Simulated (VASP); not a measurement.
Data:

```xyz
3
Lattice="-1.6035 1.6035 3.9007 1.6035 -1.6035 3.9007 1.6035 1.6035 -3.9007" Properties=species:S:1:pos:R:3 pbc="T T T"
Si     0.0000     0.0000     5.1915
Si     0.0000     0.0000     2.6100
W      0.0000     0.0000     0.0000
```

Method: r2SCAN+rVV10, VASP's PBE PAW potentials (set 64) (plane waves; VASP 6.6.1). Numerical set-up: 520 eV cut-off, 15×15×15 Γ-centred mesh, tetrahedra with Blöchl corrections, potentials Si W_sv.

Problem. Give the energies of bands 6 to 14 at the high-symmetry points, in eV from the Fermi level.

Solution. 
```json
[
 {"band": "6", "Γ": "-7.28", "X": "-7.48", "P": "-7.05", "N": "-10.43", "M": "-11.68", "S": "-9.89", "R": "-8.61"},
 {"band": "7", "Γ": "-3.84", "X": "-6.45", "P": "-7.05", "N": "-6.04", "M": "-3.99", "S": "-8.27", "R": "-6.33"},
 {"band": "8", "Γ": "-3.42", "X": "-5.69", "P": "-7.00", "N": "-5.23", "M": "-2.70", "S": "-3.19", "R": "-5.48"},
 {"band": "9", "Γ": "-3.06", "X": "-5.35", "P": "-3.24", "N": "-3.00", "M": "-0.96", "S": "-2.90", "R": "-4.27"},
 {"band": "10", "Γ": "-3.06", "X": "-3.48", "P": "-2.65", "N": "-2.89", "M": "-0.96", "S": "-2.64", "R": "-3.33"},
 {"band": "11", "Γ": "0.62", "X": "-1.99", "P": "-2.65", "N": "-0.49", "M": "-0.53", "S": "-0.37", "R": "-2.52"},
 {"band": "12", "Γ": "3.06", "X": "3.06", "P": "0.29", "N": "2.93", "M": "-0.53", "S": "1.96", "R": "2.19"},
 {"band": "13", "Γ": "3.13", "X": "3.32", "P": "3.32", "N": "3.03", "M": "0.81", "S": "2.77", "R": "2.39"},
 {"band": "14", "Γ": "3.22", "X": "3.45", "P": "4.00", "N": "4.21", "M": "4.92", "S": "3.68", "R": "3.35"}
]
```

It has no gap at this level: it comes out as a metal or semimetal.

The compound is WSi2 in the MoSi2 type structure. It was relaxed first.
